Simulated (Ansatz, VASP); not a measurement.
# Cross-check of SrLi3Cl3O between VASP and Ansatz, part 2 of 2

One calculation is typed for both programs; each brings its own data sets. How far apart do they land? The cell is generated by rule, not measured, and may not be a known phase. The cell is taken from a series of runs on this material, whose earlier steps may have relaxed, scaled, displaced or heated it; both programs get it as it stands.

VASP 6.6.1 and Ansatz 0.2.0.

So far: The structure; Ansatz: relaxation of cell and atoms, PBEsol, pair 1.

## Step 3: VASP: relaxation of cell and atoms, PBEsol, pair 1

Level of this step: PBEsol; plane waves and PAW (Cl, Li_sv, O, Sr_sv); invented cell (VASP).

The same cell, functional, mesh and smearing now go to VASP, with its own data sets.

Lines of VASP's logs that name or quote its potential files are left out, and so is its time.

Contents of INCAR:

```
SYSTEM = SrLi3Cl3O
PREC = Accurate
ENCUT = 750
EDIFF = 1E-07
NELM = 120
ISMEAR = 0
SIGMA = 0.02
LREAL = .FALSE.
ALGO = Normal
GGA = PS
NBANDS = 31
LORBIT = 11
LWAVE = .FALSE.
LCHARG = .FALSE.
ISIF = 3
IBRION = 2
NSW = 80
EDIFFG = -0.005
LASPH = .TRUE.
GGA_COMPAT = .FALSE.
NELMIN = 4
EFERMI = MIDGAP
KPAR = 2
```

Contents of POSCAR:

```
SrLi3Cl3O
1.0
    2.5035040000      2.5035040000      0.0000000000
   -2.5035040000      2.5035040000      0.0000000000
    0.0000000000      0.0000000000     10.6929630000
Cl Li O Sr
3 3 1 1
Direct
    0.0000000000      0.0000000000      0.2627577595
    0.5000000000      0.5000000000      0.5000000000
    0.0000000000      0.0000000000      0.7372422405
    0.5000000000      0.5000000000      0.2241161781
    0.0000000000      0.0000000000      0.5000000000
    0.5000000000      0.5000000000      0.7758838219
    0.5000000000      0.5000000000      0.0000000000
    0.0000000000      0.0000000000      0.0000000000
```

Contents of KPOINTS:

```
Automatic mesh
0
Gamma
6 6 2
0 0 0
```

The projector-augmented-wave data sets are Cl, Li_sv, O and Sr_sv (PBE family, release 64).

Started as:

```bash
$ mpirun -np 2 vasp_std
```

Numbers of over 12 decimals in the logs are rounded to 6 here.

Log:

```text
[banner, memory and clock lines left out]
running    2 mpi-ranks, on    1 nodes
 distrk:  each k-point on    1 cores,    2 groups
 distr:  one band on    1 cores,    1 groups

 POSCAR found type information on POSCAR ClLiO Sr
 POSCAR found :  4 types and       8 ions
|                                                                             |
|               ----> ADVICE to this user running VASP <----                  |
|                                                                             |
|     You enforced a specific xc type in the INCAR file but a different       |
|     [... a line on the potential file left out ...]
|     I HOPE YOU KNOW WHAT YOU ARE DOING!                                     |
|                                                                             |

 LDA part: xc-table for (Slater+PW92), standard interpolation
 POSCAR, INCAR and KPOINTS ok, starting setup
 FFT: planning ... GRIDC
 FFT: planning ... GRID_SOFT
 FFT: planning ... GRID
 WAVECAR not read
 entering main loop
       N       E                     dE             d eps       ncg     rms          rms(c)
DAV:   1     0.401831468238E+03    0.40183E+03   -0.26300E+04  1240   0.192E+03
DAV:   2     0.206701660595E+01   -0.39976E+03   -0.37962E+03  1514   0.395E+02
DAV:   3    -0.345655464121E+02   -0.36633E+02   -0.36374E+02  1794   0.103E+02
DAV:   4    -0.376769875711E+02   -0.31114E+01   -0.30971E+01  2176   0.260E+01
DAV:   5    -0.378874698294E+02   -0.21048E+00   -0.21046E+00  1782   0.484E+00    0.218E+01
DAV:   6    -0.353139637250E+02    0.25735E+01   -0.10795E+01  1523   0.135E+01    0.216E+01
DAV:   7    -0.352194388151E+02    0.94525E-01   -0.10985E+00  1689   0.418E+00    0.135E+01
DAV:   8    -0.351090682111E+02    0.11037E+00   -0.61678E-01  1577   0.393E+00    0.162E+00
DAV:   9    -0.350765587574E+02    0.32509E-01   -0.13857E-01  1736   0.194E+00    0.708E-01
DAV:  10    -0.350755268261E+02    0.10319E-02   -0.15685E-02  1752   0.702E-01    0.319E-01
DAV:  11    -0.350741880641E+02    0.13388E-02   -0.39354E-03  1952   0.357E-01    0.103E-01
DAV:  12    -0.350738288397E+02    0.35922E-03   -0.80916E-04  1808   0.183E-01    0.578E-02
DAV:  13    -0.350737397274E+02    0.89112E-04   -0.30280E-04  1889   0.101E-01    0.346E-02
DAV:  14    -0.350737356154E+02    0.41120E-05   -0.61092E-05  1824   0.397E-02    0.148E-02
DAV:  15    -0.350737349150E+02    0.70039E-06   -0.98767E-06  1857   0.177E-02    0.542E-03
DAV:  16    -0.350737348222E+02    0.92873E-07   -0.29126E-06  1795   0.728E-03    0.227E-03
DAV:  17    -0.350737348015E+02    0.20610E-07   -0.20452E-07  1362   0.204E-03
   1 F= -.35073735E+02 E0= -.35073735E+02  d E =-.350737E+02
[... from here on, the cycles between the ionic steps are left out ...]
   2 F= -.35074167E+02 E0= -.35074167E+02  d E =-.432351E-03
   3 F= -.35074217E+02 E0= -.35074217E+02  d E =-.481932E-03
   9 F= -.35074491E+02 E0= -.35074491E+02  d E =-.749389E-04
  10 F= -.35074654E+02 E0= -.35074654E+02  d E =-.238524E-03
  11 F= -.35074698E+02 E0= -.35074698E+02  d E =-.281918E-03
  12 F= -.35074726E+02 E0= -.35074726E+02  d E =-.310296E-03
  13 F= -.35074781E+02 E0= -.35074781E+02  d E =-.550771E-04
  14 F= -.35074910E+02 E0= -.35074910E+02  d E =-.183429E-03
  15 F= -.35074990E+02 E0= -.35074990E+02  d E =-.263996E-03
  16 F= -.35075068E+02 E0= -.35075068E+02  d E =-.777557E-04
  17 F= -.35075069E+02 E0= -.35075069E+02  d E =-.791024E-04
 curvature:  -2.96 expect dE=-0.729E-04 dE for cont linesearch -0.334E-08
 trial: gam= 0.22423 g(F)=  0.265E-05 g(S)=  0.220E-04 ort =-0.514E-06 (trialstep = 0.176E+01)
 search vector abs. value=  0.361E-04
 bond charge predicted
       N       E                     dE             d eps       ncg     rms          rms(c)
DAV:   1    -0.350751773276E+02   -0.10801E-03   -0.10336E-02  1240   0.554E-01    0.750E-02
DAV:   2    -0.350751176250E+02    0.59703E-04   -0.52649E-04  1520   0.125E-01    0.413E-02
DAV:   3    -0.350750956998E+02    0.21925E-04   -0.37229E-05  1653   0.356E-02    0.199E-02
DAV:   4    -0.350750867541E+02    0.89456E-05   -0.13767E-05  1914   0.190E-02    0.118E-02
DAV:   5    -0.350750846776E+02    0.20765E-05   -0.30197E-06  2225   0.876E-03    0.510E-03
DAV:   6    -0.350750839852E+02    0.69245E-06   -0.64392E-07  1834   0.474E-03    0.187E-03
DAV:   7    -0.350750839013E+02    0.83857E-07   -0.18701E-07  1400   0.218E-03
  18 F= -.35075084E+02 E0= -.35075084E+02  d E =-.146500E-04
 trial-energy change:   -0.000015  1 .order   -0.000035   -0.000043   -0.000026
 step:   4.5273(harm=  4.5273)  dis= 0.00256  next Energy=   -35.075125 (dE=-0.554E-04)
 reached required accuracy - stopping structural energy minimisation
```

From OUTCAR (step 3):

```text
ion  position               nearest neighbor table
   1  0.000  0.000  0.263-   5 2.54   4 2.54   4 2.54   4 2.54   4 2.54   8 2.81
   2  0.500  0.500  0.500-   5 2.50   5 2.50   5 2.50   5 2.50
   3  0.000  0.000  0.737-   5 2.54   6 2.54   6 2.54   6 2.54   6 2.54   8 2.81
   4  0.500  0.500  0.224-   1 2.54   1 2.54   1 2.54   1 2.54   8 3.47   8 3.47   8 3.47   8 3.47

  LATTYP: Found a simple tetragonal cell.
 ALAT       =     3.5404893103
 C/A-ratio  =     3.0201935560

 Subroutine GETGRP returns: Found 16 space group operations
 (whereof 16 operations were pure point group operations)

The static configuration has the point symmetry D_4h.

 Found     20 irreducible k-points:

   k-points           NKPTS =     20   k-points in BZ     NKDIM =     20   number of bands    NBANDS=     31

   dimension x,y,z NGX =    32 NGY =   32 NGZ =   96
   dimension x,y,z NGXF=    64 NGYF=   64 NGZF=  192

   ENCUT  =  750.0 eV  55.12 Ry    7.42 a.u.   7.91  7.91 23.88*2*pi/ulx,y,z

   NELECT =      46.0000    total number of electrons

 k-points in reciprocal lattice and weights: Automatic mesh
   0.00000000  0.00000000  0.00000000       0.014
   0.16666667  0.00000000  0.00000000       0.056
   0.33333333  0.00000000  0.00000000       0.056
   0.50000000  0.00000000  0.00000000       0.028
   0.16666667  0.16666667  0.00000000       0.056
   0.33333333  0.16666667  0.00000000       0.111
   0.50000000  0.16666667  0.00000000       0.056
   0.33333333  0.33333333  0.00000000       0.056
   0.50000000  0.33333333  0.00000000       0.056
[...]
0.50000000  0.33333333  0.50000000       0.056
   0.50000000  0.50000000  0.50000000       0.014

 average (electrostatic) potential at core
       1 -93.1957       2 -92.1616       3 -93.1957       4 -61.8262       5 -61.1411
       6 -61.8262       7 -70.4960       8 -36.0782

 E-fermi :   3.9868

 k-point     1 :       0.0000    0.0000    0.0000
  band No.  band energies     occupation
    ...
     19       0.7075      2.00000
     20       0.7075      2.00000
     21       1.0708      2.00000
     22       1.9211      2.00000
     23       1.9211      2.00000
     24       6.0525      0.00000
     25       6.0951      0.00000
     26       8.0989      0.00000
     27       8.2232      0.00000
     28       8.5195      0.00000
    ...

 k-point     2 :       0.1667    0.0000    0.0000
  band No.  band energies     occupation
    ...
     19       0.5338      2.00000
     20       0.7682      2.00000
     21       0.9355      2.00000
     22       1.3489      2.00000
     23       1.5918      2.00000
     24       6.6677      0.00000
     25       6.7861      0.00000
     26       8.1365      0.00000
     27       8.4011      0.00000
     28       8.4864      0.00000
    ...

 k-point     3 :       0.3333    0.0000    0.0000
  band No.  band energies     occupation
    ...
     19       0.3989      2.00000
     20       0.4857      2.00000
     21       0.8442      2.00000
     22       0.8875      2.00000
     23       1.0052      2.00000
     24       7.5350      0.00000
     25       7.5729      0.00000
     26       7.6616      0.00000
     27       7.8295      0.00000
     28       8.7216      0.00000
    ...

  Total        0.0028593      0.0028593      0.0360261      0.0000000      0.0000000      0.0000000
  in kB        0.0340252      0.0340252      0.4287033      0.0000000      0.0000000      0.0000000
  external PRESSURE =       0.1655845 kB  Pullay stress =       0.0000000 kB

  energy-cutoff  :      750.00
  volume of cell :      134.64
      direct lattice vectors                 reciprocal lattice vectors
     2.509197634  2.509197634 -0.000000000     0.199266886  0.199266886  0.000000000
    -2.509197634  2.509197634  0.000000000    -0.199266886  0.199266886  0.000000000
    -0.000000000 -0.000000000 10.692293585     0.000000000  0.000000000  0.093525303

 POSITION                                       TOTAL-FORCE (eV/Angst)
 -----------------------------------------------------------------------------------
     -0.00000     -0.00000      2.79929         0.000000      0.000000     -0.003199
     -0.00000      2.50920      5.34615        -0.000000      0.000000      0.000000
     -0.00000     -0.00000      7.89300        -0.000000     -0.000000      0.003199
     -0.00000      2.50920      2.35207        -0.000000     -0.000000      0.002529
     -0.00000     -0.00000      5.34615        -0.000000      0.000000      0.000000
     -0.00000      2.50920      8.34022         0.000000      0.000000     -0.002529
     -0.00000      2.50920      0.00000         0.000000     -0.000000      0.000000
     -0.00000     -0.00000      0.00000        -0.000000      0.000000      0.000000
 -----------------------------------------------------------------------------------
    total drift:                                0.000000     -0.000000      0.000000

  FREE ENERGIE OF THE ION-ELECTRON SYSTEM (eV)
  ---------------------------------------------------
  free  energy   TOTEN  =       -35.0750839013 eV

  energy  without entropy=      -35.0750839013  energy(sigma->0) =      -35.07508390

 reached required accuracy - stopping structural energy minimisation

 total charge
# of ion       s       p       d       tot
------------------------------------------
    1        1.582   3.565   0.000   5.147
    2        1.580   3.553   0.000   5.133
    3        1.582   3.565   0.000   5.147
    4        2.008   0.038   0.000   2.046
    5        2.009   0.041   0.000   2.049
    6        2.008   0.038   0.000   2.046
    7        1.543   3.391   0.000   4.934
    8        2.017   5.790   0.275   8.081
--------------------------------------------------
tot         14.328  19.982   0.275  34.585

[... 3 further parts left out ...]
```

The gap is read on the k-mesh alone, so it is an upper bound where the band edges lie off the mesh. The run keeps the 16 symmetry operations of its start, so it cannot find a distortion of lower symmetry.

## Step 4: Side by side

Known differences besides the potentials themselves: the cutoff is 420 eV in Ansatz and 750 eV in VASP; Ansatz makes its cores anew for this functional, VASP keeps those of its PBE data sets; Ansatz adds a Pulay correction to the stress that steers its cell, VASP none. Total energies have different zeros and are not compared.

The two programs side by side:

| quantity | Ansatz | VASP | difference |
| --- | --- | --- | --- |
| volume (Å³) | 134.53 | 134.64 | -0.08 % |
| edge a after relaxation, in the typed setting (Å) | 3.544 | 3.549 | -0.13 % |
| edge c after relaxation, in the typed setting (Å) | 10.713 | 10.692 | +0.19 % |

## Step 5: Ansatz: relaxation of cell and atoms, PBEsol, pair 2

The relaxed volume is the usual yardstick between codes: in a stiff, nearly cubic crystal its relative difference is about their pressure difference at one cell divided by the bulk modulus.

The cell is taken from a series of runs on this material, whose earlier steps may have relaxed, scaled, displaced or heated it; both programs get it as it stands.

Contents of input.yaml:

```yaml
crystal:
  lattice:
    - [2.5058215505, 2.5058215505, 0.0]
    - [-2.5058215505, 2.5058215505, 0.0]
    - [0.0, 0.0, 10.7126848109]
  atoms:
    - { symbol: Cl, position: [0.0, 0.0, 0.2611185567] }
    - { symbol: Cl, position: [0.5, 0.5, 0.5] }
    - { symbol: Cl, position: [0.0, 0.0, 0.7388814433] }
    - { symbol: Li, position: [0.5, 0.5, 0.2192997044] }
    - { symbol: Li, position: [0.0, 0.0, 0.5] }
    - { symbol: Li, position: [0.5, 0.5, 0.7807002956] }
    - { symbol: O, position: [0.5, 0.5, 0.0] }
    - { symbol: Sr, position: [0.0, 0.0, 0.0] }
kpoints:
  mp_grid: { grid: [8, 8, 2] }
hamiltonian:
  xc: pbesol
scf:
  occupations: { method: fixed }
output:
  forces: true
  stress: true
  eigenvalues: true
relax:
  adjacent_minimum: "off"
  f_tol: 0.001
  max_steps: 60
  cell: { stress_tol: 0.01 }
```

Started as:

```bash
$ ansatz run input.yaml --threads 8 --pin off --max-ram 14336MiB --backend cpu --events-out ev --progress --plain --runs-dir out
```

Log:

```text
[...]
Crystal: 8 atoms, lattice volume = 134.533 Å³
Basis set: ecut = 420 eV, 2631 PW (Γ), exchange–correlation on 48×48×144 points (8 copies of the dense FFT grid, shifted against one another)
Bands: 31, of which v1, the nominal top of the filled ones, is band 23 counted from 1 (22 counted from 0)
Symmetry: 16 space group operations
[...]
k-points: 30 of 128
[...]
- [2.505398, 2.505398, 0.0]
    - [-2.505398, 2.505398, 0.0]
    - [0.0, 0.0, 10.716296]
  atoms:
    - { symbol: Cl, position: [0, 0, 0.261056] }
    - { symbol: Cl, position: [0.5, 0.5, 0.5] }
    - { symbol: Cl, position: [0, 0, 0.738944] }
    - { symbol: Li, position: [0.5, 0.5, 0.219300] }
    - { symbol: Li, position: [0, 0, 0.5] }
    - { symbol: Li, position: [0.5, 0.5, 0.780700] }
    - { symbol: O, position: [0.5, 0.5, 0.0] }
    - { symbol: Sr, position: [0, 0, 0.0] }
[key lines of the parts left out:]
SCF converged after 6 iterations
Free energy (F): -7858.082284 eV
Fermi energy:    4.334763 eV
P = ⅓ Tr σ = 0.0019 GPa (0.019 kbar)
```

## Step 6: VASP: relaxation of cell and atoms, PBEsol, pair 2

The same cell, functional and mesh now go to VASP, with its own data sets.

Edit INCAR of step 3 so:

```diff
@@ -6,3 +6,3 @@
 ISMEAR = 0
-SIGMA = 0.02
+SIGMA = 0.01
 LREAL = .FALSE.
```

Contents of POSCAR:

```
SrLi3Cl3O
1.0
    2.5058220000      2.5058220000      0.0000000000
   -2.5058220000      2.5058220000      0.0000000000
    0.0000000000      0.0000000000     10.7126850000
Cl Li O Sr
3 3 1 1
Direct
    0.0000000000      0.0000000000      0.2611185711
    0.5000000000      0.5000000000      0.5000000000
    0.0000000000      0.0000000000      0.7388814289
    0.5000000000      0.5000000000      0.2192997367
    0.0000000000      0.0000000000      0.5000000000
    0.5000000000      0.5000000000      0.7807002633
    0.5000000000      0.5000000000      0.0000000000
    0.0000000000      0.0000000000      0.0000000000
```

Contents of KPOINTS:

```
Automatic mesh
0
Gamma
8 8 2
0 0 0
```

Started as:

```bash
$ mpirun -np 2 vasp_std
```

Log:

```text
[banner, memory and clock lines left out]
running    2 mpi-ranks, on    1 nodes
[...]
[... a notice as in an earlier step ...]

 LDA part: xc-table for (Slater+PW92), standard interpolation
 POSCAR, INCAR and KPOINTS ok, starting setup
[...]
entering main loop
       N       E                     dE             d eps       ncg     rms          rms(c)
DAV:   1     0.399636737933E+03    0.39964E+03   -0.26419E+04  1860   0.191E+03
DAV:   2     0.996905959802E+00   -0.39864E+03   -0.38248E+03  2319   0.395E+02
DAV:   3    -0.346268274881E+02   -0.35624E+02   -0.35418E+02  2682   0.102E+02
DAV:   4    -0.376653107259E+02   -0.30385E+01   -0.30241E+01  3352   0.257E+01
[...]
DAV:  15    -0.350753670215E+02    0.49475E-06   -0.86322E-06  2881   0.152E-02    0.440E-03
DAV:  16    -0.350753668588E+02    0.16273E-06   -0.19407E-06  2747   0.674E-03    0.176E-03
DAV:  17    -0.350753668832E+02   -0.24380E-07   -0.17957E-07  2033   0.194E-03
   1 F= -.35075367E+02 E0= -.35075367E+02  d E =-.350754E+02
[... from here on, the cycles between the ionic steps are left out ...]
   2 F= -.35075532E+02 E0= -.35075532E+02  d E =-.164879E-03
   3 F= -.35075544E+02 E0= -.35075544E+02  d E =-.177225E-03
   4 F= -.35075544E+02 E0= -.35075544E+02  d E =-.177466E-03
   5 F= -.35075544E+02 E0= -.35075544E+02  d E =-.177420E-03
   6 F= -.35075555E+02 E0= -.35075555E+02  d E =-.108796E-04
   7 F= -.35075577E+02 E0= -.35075577E+02  d E =-.326497E-04
[...]
reached required accuracy - stopping structural energy minimisation
```

Parts of OUTCAR (step 6):

```text
  Total       -0.0092055     -0.0092055     -0.0074816      0.0000000      0.0000000      0.0000000
  in kB       -0.1093909     -0.1093909     -0.0889058      0.0000000      0.0000000      0.0000000
  external PRESSURE =      -0.1025625 kB  Pullay stress =       0.0000000 kB

 POSITION                                       TOTAL-FORCE (eV/Angst)
 -----------------------------------------------------------------------------------
      0.00000      0.00000      2.79920         0.000000      0.000000      0.004109
      0.00000      2.50897      5.35458         0.000000     -0.000000      0.000000
      0.00000      0.00000      7.90995        -0.000000     -0.000000     -0.004109
      0.00000      2.50897      2.34894         0.000000      0.000000      0.002904
      0.00000      0.00000      5.35458         0.000000     -0.000000      0.000000
      0.00000      2.50897      8.36021        -0.000000     -0.000000     -0.002904
      0.00000      2.50897      0.00000         0.000000     -0.000000      0.000000
     -0.00000      0.00000      0.00000         0.000000     -0.000000      0.000000
 -----------------------------------------------------------------------------------
    total drift:                                0.000000     -0.000000     -0.000000

  FREE ENERGIE OF THE ION-ELECTRON SYSTEM (eV)
  ---------------------------------------------------
  free  energy   TOTEN  =       -35.0755769524 eV

  energy  without entropy=      -35.0755769524  energy(sigma->0) =      -35.07557695

[... 1 part as in an earlier step ...]

[... 3 further parts left out ...]
[key lines of the parts left out:]
E-fermi :   3.9690
```

## Step 7: Differences

What differs besides the data sets and the points named for the pairs above, as far as they apply: fixed occupations in Ansatz, narrow Gaussian smearing in VASP. Total energies have different zeros and are not compared.

Both answers:

| quantity | Ansatz | VASP | difference |
| --- | --- | --- | --- |
| volume (Å³) | 134.53 | 134.83 | -0.22 % |
| edge a after relaxation, in the typed setting (Å) | 3.543 | 3.548 | -0.14 % |
| edge c after relaxation, in the typed setting (Å) | 10.716 | 10.709 | +0.07 % |

## Step 8: Results

```
difference in edge c after relaxation, in the typed setting (relaxation of cell and atoms, PBEsol, pair 1) : 0.19 %
difference in volume (relaxation of cell and atoms, PBEsol, pair 2)                                        : -0.22 %
```

What this shows: The difference in volume is -0.22 % (relaxation of cell and atoms, PBEsol, pair 2), within the 1.2 % picked in this series as the mark of a large difference, as far as the stopping tolerances let one tell. Such differences can come from data sets, numerical settings and the points named under the comparisons, not from the functional's error against experiment.

[Lines on the potential files, build, host, timing and source positions are cut from VASP's logs without a mark.]

[Logs are printed without paths, hosts, clocks, repeated set-up lines and the standing remarks that a program may print on its own settings, such as how far it seeks lower states.]

[Hosts, paths, dates, database ids (printed as entryN), source tags and the programs' standing remarks are cut or masked in the printed files.]
